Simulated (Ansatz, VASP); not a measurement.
# Os (Osmium) in two plane-wave programs, part 2 of 2

One calculation is typed for both programs; each brings its own data sets and cutoff. How far apart do they land? The cell is taken from a series of VASP runs on this material, whose earlier steps may have relaxed, scaled or displaced it; both programs get it as it stands.

VASP 6.6.1 and Ansatz 0.2.0.

So far: The starting structure; Ansatz: zone-centre phonons, PBEsol; VASP: zone-centre phonons, PBEsol; Side by side.

## Step 5: VASP: zone-centre phonons, PBE

Level of this step: PBE; plane waves and PAW (Os) (VASP).

Second derivatives magnify differences that forces hide, and they need a tight electronic threshold. The cell compared in this pair holds 28.55 Å³, against 27.81 Å³ for the pair before.

File INCAR:

```
SYSTEM = Os
PREC = Accurate
ENCUT = 450
EDIFF = 1E-08
NELM = 100
ISMEAR = 1
SIGMA = 0.15
LREAL = .FALSE.
ALGO = Normal
GGA = PE
NBANDS = 14
LORBIT = 11
LWAVE = .FALSE.
LCHARG = .FALSE.
KPAR = 2
IBRION = 8
ISIF = 2
```

File POSCAR:

```
Os
1.0
    2.7526960445      0.0000000000      0.0000000000
   -1.3763480222      2.3839047034      0.0000000000
    0.0000000000      0.0000000000      4.3501669410
Os
2
Direct
    0.6666666667      0.3333333333      0.7500000000
    0.3333333333      0.6666666667      0.2500000000
```

File KPOINTS:

```
Automatic mesh
0
Gamma
18 18 10
0 0 0
```

Potentials, in the order of the species: Os (PBE family, release 64).

On the command line:

```sh
$ mpirun -np 2 vasp_std
```

Numbers of over 12 decimals in the logs are rounded to 6 here.

Output:

```text
[banner, memory and clock lines left out]
running    2 mpi-ranks, on    1 nodes
[...]
LDA part: xc-table for (Slater+PW92), standard interpolation
 POSCAR, INCAR and KPOINTS ok, starting setup
[...]
entering main loop
       N       E                     dE             d eps       ncg     rms          rms(c)
DAV:   1     0.878482896650E+02    0.87848E+02   -0.68290E+03  6232   0.968E+02
DAV:   2    -0.195443219253E+02   -0.10739E+03   -0.95209E+02  6564   0.327E+02
DAV:   3    -0.238896077710E+02   -0.43453E+01   -0.41796E+01  7988   0.558E+01
DAV:   4    -0.239316315483E+02   -0.42024E-01   -0.41613E-01  6920   0.560E+00
[...]
DAV:  13    -0.224942834604E+02    0.16745E-06   -0.17652E-09  4548   0.382E-04    0.254E-04
DAV:  14    -0.224942833854E+02    0.75029E-07   -0.31966E-10  3672   0.146E-04    0.417E-05
DAV:  15    -0.224942833781E+02    0.72744E-08   -0.49939E-11  3444   0.857E-05
   1 F= -.22494283E+02 E0= -.22493838E+02  d E =-.133563E-02
 Linear response reoptimize wavefunctions to high precision
[...]
RMM:  11    -0.187914049998E+00    0.32944E-07   -0.11528E-08 46169   0.851E-06    0.175E-06
RMM:  12    -0.187914066040E+00   -0.16042E-07   -0.14357E-09 41563   0.475E-06    0.339E-07
RMM:  13    -0.187914068805E+00   -0.27649E-08   -0.61851E-10 19461   0.196E-06    0.100E-07
 first order change of Fermi-energy  -0.12558E-04
 force on displaced ion       1 direction 1 :  -9.540   0.001   0.000
 Linear response progress:
  Degree of freedom:   2/  2
       N       E                     dE             d eps       ncg     rms          rms(c)
RMM:   1    -0.245776181003E+00   -0.24578E+00   -0.14171E-01 15726   0.262E+00
RMM:   2    -0.237142121755E+00    0.86341E-02   -0.56639E-04 12436   0.706E-01    0.172E-01
RMM:   3    -0.237062953437E+00    0.79168E-04   -0.31526E-04 14842   0.143E-01    0.979E-02
RMM:   4    -0.237220296775E+00   -0.15734E-03   -0.46332E-04 14779   0.143E-01    0.105E-02
[...]
RMM:   9    -0.237284286419E+00    0.18075E-05    0.25978E-08 15237   0.282E-04    0.448E-05
RMM:  10    -0.237284355626E+00   -0.69206E-07   -0.18916E-07 14657   0.124E-04    0.437E-06
RMM:  11    -0.237284349459E+00    0.61665E-08    0.18172E-08 15574   0.314E-05    0.307E-06
 first order change of Fermi-energy   0.12799E-03
 force on displaced ion       1 direction 3 :  -0.000  -0.000 -15.987
 Linear response finished
```

From OUTCAR (step 5):

```text
  Total       -0.0020460     -0.0020460     -0.0011198     -0.0000000     -0.0000000      0.0000000
  in kB       -0.1148312     -0.1148312     -0.0628490     -0.0000000     -0.0000000      0.0000000
  external PRESSURE =      -0.0975038 kB  Pullay stress =       0.0000000 kB

 POSITION                                       TOTAL-FORCE (eV/Angst)
 -----------------------------------------------------------------------------------
      1.37635      0.79463      3.26263         0.000000      0.000000      0.000000
     -0.00000      1.58927      1.08754        -0.000000      0.000000      0.000000
 -----------------------------------------------------------------------------------
    total drift:                               -0.000000      0.000000     -0.000000

[... 1 part as in an earlier step ...]

[... 1 further part left out ...]
```

## Step 6: Ansatz: zone-centre phonons, PBE

The same cell, functional, mesh and smearing now go to Ansatz, which takes its cutoff from its data sets.

The cell is taken from a series of VASP runs on this material, whose earlier steps may have relaxed, scaled or displaced it; both programs get it as it stands.

File input.yaml:

```yaml
crystal:
  lattice:
    - [2.7526960445, 0.0, 0.0]
    - [-1.3763480222, 2.3839047034, 0.0]
    - [0.0, 0.0, 4.350166941]
  atoms:
    - { symbol: Os, position: [0.6666666667, 0.3333333333, 0.75] }
    - { symbol: Os, position: [0.3333333333, 0.6666666667, 0.25] }
hamiltonian:
  xc: pbe
  pseudopotentials: { kind: paw }
kpoints:
  mp_grid: { grid: [18, 18, 10] }
scf:
  occupations: { method: methfessel_paxton, width: 0.15 }
phonons:
  method: dfpt
  qpoints: [[0, 0, 0]]
```

On the command line:

```sh
$ ansatz run input.yaml --threads 4 --pin off --max-ram 9216MiB --backend cpu --events-out ev --progress --plain --runs-dir out
```

Output:

```text
[...]
Crystal: 2 atoms, lattice volume = 28.547 Å³
Basis set: ecut = 420 eV, 573 PW (Γ), exchange–correlation on 40×40×60 points (8 copies of the dense FFT grid, shifted against one another)
Bands: 20, of which v1, the nominal top of the filled ones, is band 16 counted from 1 (15 counted from 0)
Symmetry: 24 space group operations
k-points: 546 of 3240 (irreducible under 4 space group operations, time reversal used)
[...]
k-point 545: bands = [... 12 lower, 22.0505, 22.0505, 23.8104, 23.8104, 27.6050, 27.6050, 30.1171, 30.1171, ... 4 higher]
[...]
ASR residual: 1.623e-4 → 0.000e0 eV/Å²; symmetrization residual: 8.125e-10 eV/Å²
  ASR residual per site (eV/Å²): 1.62e-4 1.62e-4
  Γ frequencies (cm⁻¹): 0.00 0.00 0.00 166.13 166.13 215.61
[...]
--- Phonons (arbitrary-q DFPT): 1 explicit q-point ---
[...]
[key lines of the parts left out:]
SCF converged after 7 iterations
Free energy (F): -22769.091776 eV
Fermi energy:    25.393581 eV
```

The job ended after 38 s (4 threads of Arm Neoverse N1, shared host; peak memory 1.1 GiB).

## Step 7: Side by side

Compared:

| quantity | Ansatz | VASP | difference |
| --- | --- | --- | --- |
| optical mode 1 to 2 (cm⁻¹) | 166.1 | 165.2 | +0.58 % |
| optical mode 3 (cm⁻¹) | 215.6 | 213.8 | +0.84 % |

Modes are paired by rising frequency and degeneracy, not by their patterns, so a pair may still set unlike modes beside each other.

## Step 8: Results

```yaml
r_m_s_difference_of_the_optical_zone_centre_modes_each_program_s_sorted_by_frequency_zone_centre_phonons_pbesol: 0.35 cm⁻¹
r_m_s_difference_of_the_optical_zone_centre_modes_each_program_s_sorted_by_frequency_zone_centre_phonons_pbe: 1.3 cm⁻¹
difference_in_optical_mode_3_zone_centre_phonons_pbe: +0.8 %
```

The r.m.s. difference of the optical zone-centre modes, each program's sorted by frequency is 0.35 cm⁻¹ (zone-centre phonons, PBEsol). Among the rows given in per cent, the largest difference of the zone-centre phonons, PBE pair is in optical mode 3, +0.8 %. Such differences can come from data sets, numerical settings and the points named under the comparisons, not from the functional's error against experiment.

[Lines on the potential files, build, host, timing and source positions are cut from VASP's logs without a mark.]

[Logs are printed without paths, hosts, clocks, repeated set-up lines and the standing remarks that a program may print on its own settings, such as how far it seeks lower states.]

[Hosts, paths, dates, database ids (printed as entryN), source tags and the programs' standing remarks are cut or masked in the printed files.]
